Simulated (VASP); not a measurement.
The system is CrO2.

```
CELL_PARAMETERS angstrom
4.42100 0.00000 0.00000
0.00000 4.42100 0.00000
0.00000 0.00000 2.91700
ATOMIC_POSITIONS crystal
Cr 0.00000 0.00000 0.00000
Cr 0.50000 0.50000 0.50000
O 0.30100 0.30100 0.00000
O 0.19900 0.80100 0.50000
O 0.69900 0.69900 0.00000
O 0.80100 0.19900 0.50000
```

Base run:

* Program: VASP 6.6.1
* Functional: PBEsol
* Potentials or basis: VASP PAW PBE potentials, release 64 (Cr_pv, O)
* Cutoff: 520 eV
* k mesh: 5 × 5 × 8
* Occupations: gaussian, width 0.05 eV
* Spin: collinear spin, ferromagnetic start
* Starting moments: [3.0, 3.0, 0.0, 0.0, 0.0, 0.0] μB
* Hubbard terms: Cr d U = 3.5 eV

Its results: band gap on the k mesh none (metal or under the smearing width); pressure 1.8 GPa; net moment 4.00 μB per cell; site moments Cr +2.36; O -0.18 μB; largest force 0.028 eV/Å.

Question: The run is repeated on the same cell with these changes: spin from collinear spin, ferromagnetic start to collinear spin, antiferromagnetic start; moments at the start from [3.0, 3.0, 0.0, 0.0, 0.0, 0.0] to [3.0, -3.0, 0.0, 0.0, 0.0, 0.0]. What comes out?

Answer: Band gap on the k mesh 0.06 eV, indirect (least direct gap 0.54 eV); pressure 1.2 GPa; net moment 0.00 μB per cell; site moments Cr +2.02, -2.02; O -0.02, +0.02 μB; largest force 0.268 eV/Å.

Caveats: the PAW data sets were made with another functional, which shifts forces and pressure a little; an odd mesh through Γ misses points on the zone boundary, where band edges often lie (some runs).
